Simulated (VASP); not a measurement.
Consider the following.

```xyz
12
Lattice="4.2250 0.0000 0.0000 -4.2250 4.2250 0.0000 0.0000 0.0000 24.3529" Properties=species:S:1:pos:R:3 pbc="T T T"
F      0.0000     2.1125     9.9580
F      2.1125     0.0000     9.9580
F      2.1125     0.0000     7.0000
F      0.0000     2.1125     7.0000
F      0.0000     2.1125    15.8739
F      2.1125     0.0000    15.8739
F      2.1125     0.0000    12.9159
F      0.0000     2.1125    12.9159
Pb     0.0000     0.0000    11.4370
Pb    -2.1125     2.1125     8.4790
Pb     0.0000     0.0000    17.3529
Pb    -2.1125     2.1125    14.3949
```

Calculation: PBEsol GGA, VASP's PBE PAW potentials (set 64) (plane waves; VASP 6.6.1). Numerical set-up: 400 eV cut-off, 5×5×1 Γ-centred mesh, Fermi-Dirac smearing of 0.10 eV, potentials F Pb_d.

The cell holds a wide vacuum, so values per volume refer to the whole cell. Unless said otherwise, spin-orbit coupling is left out, though it shifts the bands of the heavy elements here.

Q: Estimate the energy per atom (σ→0), largest force, band gap (on the k-mesh) with the smallest direct gap where there is one.

A: 
band gap (on the k-mesh): none (metal, semimetal or under 0.01 eV)
energy per atom (σ→0): -4.498 eV/atom
largest force: 0.12852 Ry/bohr

Only differences to runs with the same potentials and settings are physical.

The cell is a sheet with vacuum, built from a database entry that may be metastable or hypothetical.
